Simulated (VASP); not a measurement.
# A VASP study of MgGaPSe (PBEsol + D3(BJ)): structure first, properties next, part 2 of 8

What structure does MgGaPSe take at this level, and what are its properties? The cell is invented: it takes the structure of a Materials Project entry for ZnGaPS (space group 160 there), with some of its atoms replaced by other elements, volume scaled by an estimate. It may not be a known or stable phase. The atoms of the start are displaced at random from the sites of a R3m cell.

VASP 6.6.1; PBEsol with D3(BJ); plane waves and PAW (Se, Ga_d, P, Mg); invented cell.

So far, gap on the k-mesh (eV): step 2 (rough relaxation of the start cell) 1.52.

## Step 3: Relaxing cell and atoms (PBEsol + D3(BJ))

Properties are meant for the cell that this level of theory prefers, so cell and atoms are relaxed first (ISIF = 3) until forces and stress are small; EDIFFG sets the threshold.

Contents of INCAR:

```
SYSTEM = MgGaPSe
PREC = Accurate
ENCUT = 400
EDIFF = 1E-06
NELM = 100
ISMEAR = -1
SIGMA = 0.05
LREAL = .FALSE.
ALGO = Normal
GGA = PS
IVDW = 12
NBANDS = 19
LORBIT = 11
LWAVE = .FALSE.
LCHARG = .FALSE.
KPAR = 2
IBRION = 2
NSW = 60
ISIF = 3
EDIFFG = -0.01
```

Contents of POSCAR:

```
MgGaPSe
1.0
    3.4000219300     -1.9635369800      0.0000000000
    3.4000219300      1.9635369800      0.0000000000
   -2.2646661300      0.0000000000      6.6817502600
Se Ga P Mg
1 1 1 1
Direct
    0.6166443130      0.6166443130      0.8598090960
    0.4950732980      0.4950732980      0.4920132840
    0.1279492670      0.1279492670      0.3905250770
    0.0020559700      0.0020559700      0.0167665430
```

Contents of KPOINTS:

```
Automatic mesh
0
Gamma
7 7 4
0 0 0
```

The projector-augmented-wave data sets are Se, Ga_d, P and Mg (PBE family, release 64).

The cell reached was symmetrised within 0.01 Å before this step, which raises the operations from 1 to 2, which the run then keeps.

Launch:

```bash
$ mpirun -np 2 vasp_std
```

Output:

```text
[banner, memory and clock lines left out]
running    2 mpi-ranks, on    1 nodes
 distrk:  each k-point on    1 cores,    2 groups
 distr:  one band on    1 cores,    1 groups

 POSCAR found type information on POSCAR SeGaP Mg
 POSCAR found :  4 types and       4 ions
 [... a notice as in an earlier step ...]

 LDA part: xc-table for (Slater+PW92), standard interpolation
 POSCAR, INCAR and KPOINTS ok, starting setup
 FFT: planning ... GRIDC
 FFT: planning ... GRID_SOFT
 FFT: planning ... GRID
 WAVECAR not read
 entering main loop
       N       E                     dE             d eps       ncg     rms          rms(c)
DAV:   1     0.137717506403E+03    0.13772E+03   -0.10410E+04  2294   0.130E+03
DAV:   2    -0.327852100663E+01   -0.14100E+03   -0.13579E+03  2594   0.291E+02
DAV:   3    -0.177155422397E+02   -0.14437E+02   -0.14321E+02  2649   0.879E+01
DAV:   4    -0.181365604651E+02   -0.42102E+00   -0.42022E+00  3125   0.158E+01
DAV:   5    -0.181437044729E+02   -0.71440E-02   -0.71418E-02  2689   0.183E+00    0.507E+00
DAV:   6    -0.175547419464E+02    0.58896E+00   -0.10632E+00  3507   0.169E+01    0.322E+00
DAV:   7    -0.174720636589E+02    0.82678E-01   -0.43906E-01  2671   0.354E+00    0.128E+00
DAV:   8    -0.174698965344E+02    0.21671E-02   -0.28059E-02  2804   0.210E+00    0.259E-01
DAV:   9    -0.174702182779E+02   -0.32174E-03   -0.29062E-03  3179   0.785E-01    0.126E-01
DAV:  10    -0.174702444713E+02   -0.26193E-04   -0.30796E-04  2660   0.122E-01    0.638E-02
DAV:  11    -0.174703143180E+02   -0.69847E-04   -0.65018E-05  2550   0.691E-02    0.248E-02
DAV:  12    -0.174703205911E+02   -0.62731E-05   -0.11046E-05  2734   0.237E-02    0.824E-03
DAV:  13    -0.174703207373E+02   -0.14613E-06   -0.20755E-06  2287   0.101E-02
   1 F= -.18580352E+02 E0= -.18580352E+02  d E =-.185804E+02
 curvature:   0.00 expect dE= 0.000E+00 dE for cont linesearch  0.000E+00
 trial: gam= 0.00000 g(F)=  0.163E-03 g(S)=  0.204E-03 ort = 0.000E+00 (trialstep = 0.100E+01)
 search vector abs. value=  0.367E-03
 bond charge predicted
       N       E                     dE             d eps       ncg     rms          rms(c)
DAV:   1    -0.174692338408E+02    0.10868E-02   -0.34465E-02  3379   0.181E+00    0.169E-01
DAV:   2    -0.174686593721E+02    0.57447E-03   -0.20479E-03  3057   0.687E-01    0.807E-02
DAV:   3    -0.174684658287E+02    0.19354E-03   -0.41873E-04  3333   0.236E-01    0.216E-02
DAV:   4    -0.174684569138E+02    0.89149E-05   -0.67287E-05  2767   0.740E-02    0.919E-03
DAV:   5    -0.174684555200E+02    0.13939E-05   -0.41775E-06  2599   0.202E-02    0.343E-03
DAV:   6    -0.174684555600E+02   -0.40062E-07   -0.64707E-07  1341   0.681E-03
   2 F= -.18580554E+02 E0= -.18580554E+02  d E =-.201898E-03
[...]
3 F= -.18580560E+02 E0= -.18580560E+02  d E =-.208350E-03
[...]
4 F= -.18580662E+02 E0= -.18580662E+02  d E =-.101392E-03
[...]
5 F= -.18580664E+02 E0= -.18580664E+02  d E =-.103491E-03
[...]
6 F= -.18580665E+02 E0= -.18580665E+02  d E =-.104603E-03
 curvature:  -0.74 expect dE=-0.376E-04 dE for cont linesearch -0.970E-07
 trial: gam=-0.06549 g(F)=  0.257E-04 g(S)=  0.253E-04 ort =-0.797E-05 (trialstep = 0.853E+00)
 search vector abs. value=  0.541E-04
 bond charge predicted
       N       E                     dE             d eps       ncg     rms          rms(c)
DAV:   1    -0.174697209307E+02   -0.65894E-03   -0.26150E-03  3210   0.506E-01    0.498E-02
DAV:   2    -0.174696761865E+02    0.44744E-04   -0.19222E-04  3075   0.198E-01    0.239E-02
DAV:   3    -0.174696589047E+02    0.17282E-04   -0.33048E-05  3269   0.666E-02    0.717E-03
DAV:   4    -0.174696576743E+02    0.12304E-05   -0.59335E-06  2375   0.203E-02    0.245E-03
DAV:   5    -0.174696574310E+02    0.24334E-06   -0.41167E-07  1221   0.610E-03
   7 F= -.18580688E+02 E0= -.18580688E+02  d E =-.236426E-04
 trial-energy change:   -0.000024  1 .order   -0.000023   -0.000044   -0.000002
 step:   0.8917(harm=  0.8917)  dis= 0.00073  next Energy=   -18.580688 (dE=-0.230E-04)
 reached required accuracy - stopping structural energy minimisation
```

It took 3.1 min on 2 MPI ranks of AMD EPYC 7R43, shared host; peak memory 0.45 GiB; 6.2 min of CPU time.

From OUTCAR (step 3):

```text
  LATTYP: Found a base centered monoclinic cell.
 ALAT       =     6.8000438600
 B/A-ratio  =     0.5775071515
 C/A-ratio  =     1.0375086727
 COS(beta)  =    -0.3209968239

 Subroutine GETGRP returns: Found  2 space group operations
 (whereof  2 operations were pure point group operations)

The static configuration has the point symmetry C_1h.

 Found     60 irreducible k-points:

   k-points           NKPTS =     60   k-points in BZ     NKDIM =     60   number of bands    NBANDS=     19

   dimension x,y,z NGX =    28 NGY =   28 NGZ =   48
   dimension x,y,z NGXF=    56 NGYF=   56 NGZF=   96

   ENCUT  =  400.0 eV  29.40 Ry    5.42 a.u.   6.40  6.40 11.51*2*pi/ulx,y,z

   NELECT =      26.0000    total number of electrons

 Edisp (eV)   -1.11160

 E-fermi :   3.6360

 k-point     1 :       0.0000    0.0000    0.0000
  band No.  band energies     occupation
    ...
      9       2.0276      2.00000
     10       2.0280      2.00000
     11       2.6312      2.00000
     12       2.8331      2.00000
     13       2.8337      2.00000
     14       4.3734      0.00000
     15       5.9693      0.00000
     16       7.4794      0.00000
     17       7.4803      0.00000
     18       8.0240      0.00000
    ...

 k-point     2 :       0.1429   -0.0000   -0.0000
  band No.  band energies     occupation
    ...
      9       0.9152      2.00000
     10       1.5051      2.00000
     11       1.8210      2.00000
     12       2.4925      2.00000
     13       2.5147      2.00000
     14       5.5360      0.00000
     15       6.5694      0.00000
     16       7.5386      0.00000
     17       8.1690      0.00000
     18       8.3622      0.00000
    ...

 Edisp (eV)   -1.11103

  Total      -0.00265    -0.00745     0.00066     0.00000     0.00000     0.00137
  in kB      -0.04769    -0.13390     0.01183     0.00000     0.00000     0.02461
  external pressure =       -0.06 kB  Pullay stress =        0.00 kB

  energy-cutoff  :      400.00
  volume of cell :       89.13
      direct lattice vectors                 reciprocal lattice vectors
     3.395790493 -1.960567136  0.000274666     0.147237098 -0.255028247  0.049740471
     3.395790493  1.960567136  0.000274666     0.147237098  0.255028247  0.049740471
    -2.261312742  0.000000000  6.693726781    -0.000012083  0.000000000  0.149389527

 POSITION                                       TOTAL-FORCE (eV/Angst)
 -----------------------------------------------------------------------------------
      2.24352      0.00000      5.75205         0.001099      0.000000     -0.001721
      2.24933      0.00000      3.29934         0.001008      0.000000     -0.003221
     -0.01437      0.00000      2.61207        -0.004132      0.000000     -0.001348
     -0.02313      0.00000      0.11225         0.002025      0.000000      0.006290
 -----------------------------------------------------------------------------------
    total drift:                                0.000714      0.000000      0.000936

  FREE ENERGIE OF THE ION-ELECTRON SYSTEM (eV)
  ---------------------------------------------------
  free  energy   TOTEN  =       -18.5806883700 eV

  energy  without entropy=      -18.5806883630  energy(sigma->0) =      -18.58068837

 total charge
# of ion       s       p       d       tot
------------------------------------------
    1        1.436   2.521   0.018   3.975
    2        0.862   0.792  10.014  11.668
    3        1.017   1.512   0.000   2.529
    4        0.185   0.164   0.038   0.386
--------------------------------------------------
tot          3.499   4.989  10.070  18.558

[... 1 part as in an earlier step ...]

[... 7 further parts left out ...]
```

CONTCAR:

```
MgGaPSe
   1.00000000000000
     3.3957904926204567   -1.9605671364582984    0.0002746655251897
     3.3957904926204567    1.9605671364582984    0.0002746655251897
    -2.2613127419903813    0.0000000000000000    6.6937267810201995
  Se              Ga              P               Mg
     1     1     1     1
Direct
     0.6164393817298670    0.6164393817298670    0.8592685505946200
     0.4952956285113288    0.4952956285113288    0.4928603085905178
     0.1278096725807300    0.1278096725807300    0.3902155306283773
     0.0021781651780764    0.0021781651780764    0.0167696101864887
```

The run keeps the 2 symmetry operations of its start, so it cannot find a distortion of lower symmetry.

The steps of the relaxation:

```csv
step,energy less that of the first step (eV),largest force (eV/Å),pressure (GPa),volume (Å³)
1,0.0000,0.0478,-0.09,89.22
2,-0.0002,0.0277,0.06,89.05
3,-0.0002,0.0214,0.14,88.99
4,-0.0003,0.0165,0.02,89.07
5,-0.0003,0.0171,0.02,89.07
6,-0.0003,0.0179,0.03,89.09
7,-0.0003,0.0066,-0.01,89.13
```

```csv
cell as run,before,after,change
a (Å),3.926,3.921,-0.1 %
b (Å),3.926,3.921,-0.1 %
c (Å),7.055,7.065,+0.1 %
α (°),106.14,106.09,-0.0 %
β (°),106.14,106.09,-0.0 %
γ (°),60.01,60.00,-0.0 %
volume (Å³/atom),22.30,22.28,-0.1 %
```

The relaxed structure:

```cif
data_structure
_symmetry_space_group_name_H-M 'P 1'
_symmetry_Int_Tables_number 1
_cell_length_a 3.9211
_cell_length_b 3.9211
_cell_length_c 7.0654
_cell_angle_alpha 106.088
_cell_angle_beta 106.088
_cell_angle_gamma 60.000
_cell_volume 89.13
loop_
_atom_site_label
_atom_site_type_symbol
_atom_site_fract_x
_atom_site_fract_y
_atom_site_fract_z
_atom_site_occupancy
Se1 Se 0.61644 0.61644 0.85927 1
Ga2 Ga 0.49530 0.49530 0.49286 1
P3 P 0.12781 0.12781 0.39022 1
Mg4 Mg 0.00218 0.00218 0.01677 1
```

Numbers from this step:

```
irreducible k-points            : 60
symmetry operations             : 2
free energy (TOTEN)             : -18.58 eV
Fermi energy                    : 3.636 eV
pressure                        : -0.005659 GPa
SCF cycles over all ionic steps : 40
gap on the k-mesh               : 1.540 eV
least direct gap on the k-mesh  : 1.540 eV
```

It ends with a largest force of 0.007 eV/Å and a pressure of -0.01 GPa.

[end of part 2 of 8]

[Lines on the potential files, build, host, timing and source positions are cut from VASP's logs without a mark.]

[Logs are printed without paths, hosts, clocks, repeated set-up lines and the standing remarks that a program may print on its own settings, such as how far it seeks lower states.]

[Hosts, paths, dates, database ids (printed as entryN), source tags and the programs' standing remarks are cut or masked in the printed files.]

[A measured line is paired with the nearest computed mode of its activity, which favours agreement.]

[In band tables of VASP the shares of atoms and orbitals are scaled to a sum of 1 inside the atoms' spheres.]
